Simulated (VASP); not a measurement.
```xyz
2
Lattice="2.9658 0.0000 0.0000 0.0000 2.9658 0.0000 0.0000 0.0000 2.9658" Properties=species:S:1:pos:R:3 pbc="T T T"
Ti     0.0000     0.0000     0.0000
Co     1.4829     1.4829     1.4829
```

Calculation: PBE GGA, VASP's PBE PAW potentials (set 64) (plane waves; VASP). Settings: 480 eV cut-off, 12×12×12 Γ-centred mesh, first-order Methfessel-Paxton smearing of 0.10 eV, potentials Ti_sv Co.

Estimate the energy per atom (σ→0), band gap (on the k-mesh) with the smallest direct gap where there is one.

```
Quantity                                                    Result
------------------------  ----------------------------------------
band gap (on the k-mesh)  none (metal, semimetal or under 0.01 eV)
energy per atom (σ→0)                               -7.816 eV/atom
```

The compound is TiCo in the CsCl type structure. It was relaxed first. The run is not spin-polarised, so no magnetic state was tried. The electron count is odd and the run is not spin-polarised, which forces a metal.
